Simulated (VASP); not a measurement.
LaAs (relaxed from the zinc blende structure, space group F-43m): computed properties

Level of theory: PBE GGA, VASP's PBE PAW potentials (set 64) (plane waves; VASP).

```yaml
space_group: F-43m (216)
cell: a = 6.8074 Å, b = 6.8074 Å, c = 6.8074 Å, α = 90.00°, β = 90.00°, γ = 90.00°
volume_per_atom: 39.43 Å³/atom
band gap (over mesh and band path): 1.44 eV
smallest direct gap (over mesh and band path): 1.44 eV
band_edge_character: direct, W to W
density: 4.50 g/cm³
```

```cif
data_As4La4
_chemical_formula_sum 'La4 As4'
_space_group_name_H-M_alt 'F-43m'
_space_group_IT_number 216
_space_group_name_Hall 'F -4 2 3'
_cell_length_a 6.80736
_cell_length_b 6.80736
_cell_length_c 6.80736
_cell_angle_alpha 90.000
_cell_angle_beta 90.000
_cell_angle_gamma 90.000
loop_
_atom_site_label
_atom_site_type_symbol
_atom_site_symmetry_multiplicity
_atom_site_Wyckoff_symbol
_atom_site_fract_x
_atom_site_fract_y
_atom_site_fract_z
_atom_site_occupancy
La1 La 4 a 0.00000 0.00000 0.00000 1
As1 As 4 d 0.75000 0.75000 0.75000 1
```
(The calculation used a cell of 2 atoms; values per cell refer to that cell.)

The structure was generated: LaAs was put into the zinc blende type (F-43m), which need not be its known phase. It was relaxed first, which changed the volume by -26 %. Symmetry was kept, so distortions that lower it aren't found.
